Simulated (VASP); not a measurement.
Here is the system:

```xyz
3
Lattice="0.0000 3.2061 3.2061 3.2061 0.0000 3.2061 3.2061 3.2061 0.0000" Properties=species:S:1:pos:R:3 pbc="T T T"
Mg     1.6030     1.6030     1.6030
Mg     4.8091     4.8091     4.8091
Ge     0.0000     3.2061     3.2061
```

Method: PBE GGA, VASP's PBE PAW potentials (set 64) (plane waves; VASP). Run with 520 eV cut-off, 4×4×4 Γ-centred mesh, Gaussian smearing of 0.050 eV, potentials Mg Ge_d.

Task: Predict the energy per atom (σ→0), band gap (on the k-mesh) with the smallest direct gap where there is one.

Result: 
```json
{
  "band gap (on the k-mesh)": "0.12 eV",
  "smallest direct gap (on the k-mesh)": "0.96 eV",
  "energy per atom (σ→0)": "-2.727 eV/atom"
}
```

The absolute energy has meaning only against runs of the same code, potentials and settings.

The compound is Mg2Ge in the antifluorite structure. It was relaxed first. The k-mesh is coarse (spacing up to 0.42 per Å, 2π included), so the numbers may not be converged in it.
